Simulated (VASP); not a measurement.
Level of theory: PBEsol GGA, VASP's PBE PAW potentials (set 64) (plane waves; VASP 6.6.1).

The input files of a VASP run:

**POSCAR**
```
FeSe2
1
    4.8040000000     0.0000000000     0.0000000000
    0.0000000000     5.7810000000     0.0000000000
    0.0000000000     0.0000000000     3.5817000000
Fe Se
2 4
Direct
  0.0000000000   0.0000000000   0.0000000000
  0.5000000000   0.5000000000   0.5000000000
  0.2135000000   0.3692000000   0.0000000000
  0.7865000000   0.6308000000   0.0000000000
  0.7135000000   0.1308000000   0.5000000000
  0.2865000000   0.8692000000   0.5000000000
```

### KPOINTS
```
Automatic mesh
0
Gamma
3 2 3
0 0 0
```

INCAR:
```
ALGO=Normal
EDIFF=1E-6
ENCUT=300
GGA=PS
ISIF=2
ISMEAR=0
ISPIN=2
LASPH=.TRUE.
LCHARG=.FALSE.
LMAXMIX=4
LORBIT=11
LREAL=.FALSE.
LWAVE=.FALSE.
MAGMOM=2*4.0 4*0.0
NELM=100
PREC=Accurate
SIGMA=0.1
SYSTEM=FeSe2
```

POTCAR, in this order: Fe Se (PBE.64 set). Program: vasp_std.

At this cut-off the stress carries a Pulay error, which pulls relaxed volumes low. The moments were started parallel, and other spin orders were not tried in this run.

Question: Estimate the energy per atom (σ→0), cell moment, pressure, largest force.

Answer: 
```json
{
  "energy per atom (σ→0)": "-5.991 eV/atom",
  "cell_moment": "0.00 μB",
  "pressure": "-5.20 GPa",
  "largest_force": "0.325 eV/Å"
}
```

**OSZICAR**
```
...
DAV:  10    -0.359492519506E+02   -0.75866E-03   -0.91136E-02  1220   0.213E+00    0.121E+00
DAV:  11    -0.359457789817E+02    0.34730E-02   -0.11848E-02  1168   0.884E-01    0.556E-01
DAV:  12    -0.359450186397E+02    0.76034E-03   -0.18607E-03  1084   0.279E-01    0.172E-01
DAV:  13    -0.359451661292E+02   -0.14749E-03   -0.33400E-04  1120   0.204E-01    0.959E-02
DAV:  14    -0.359451854755E+02   -0.19346E-04   -0.52389E-05  1332   0.648E-02    0.486E-02
DAV:  15    -0.359451882601E+02   -0.27846E-05   -0.81256E-06  1136   0.219E-02    0.195E-02
DAV:  16    -0.359451888173E+02   -0.55720E-06   -0.21128E-06   632   0.132E-02
   1 F= -.35945189E+02 E0= -.35945110E+02  d E =-.156977E-03  mag=    -0.0008
```

The structure comes from a measured FeSe2 entry of the Crystallography Open Database, whose conditions weren't checked. The cell was not relaxed at this level. The k-mesh is coarse (spacing up to 0.58 per Å, 2π included), so the numbers may not be converged in it.
